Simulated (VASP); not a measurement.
```
CELL_PARAMETERS angstrom
      1.24183    -2.15091     0.00000
      1.24183     2.15091     0.00000
      0.00000     0.00000     4.00471
ATOMIC_POSITIONS crystal
  Co 0.33333 0.66667 0.25000
  Co 0.66667 0.33333 0.75000
```
Starting moments (μB, in the order of the record's atoms Co Co): 1.6 1.6.

All values below come from vdW-DF-cx, VASP's PBE PAW potentials (set 64) (plane waves; VASP). Numerical set-up: 520 eV cut-off, 17×17×9 Γ-centred mesh, first-order Methfessel-Paxton smearing of 0.10 eV, potentials Co.

Q: Estimate the cell moment, energy per atom (σ→0), pressure, band gap (on the k-mesh) with the smallest direct gap where there is one.

A: 
- band gap (on the k-mesh): none (metal, semimetal or under 0.01 eV)
- cell moment: 3.18 μB
- energy per atom (σ→0): -4.819 eV/atom
- pressure: -65.2 kbar

Q: Give the moment on each site (PAW-sphere projection).

A: 
```
site  moment (μB)
----  -----------
Co1          1.60
Co2          1.60
```

The compound is Co in the hcp structure. This cell is one point of a volume scan, at 1.03 of the reference volume.
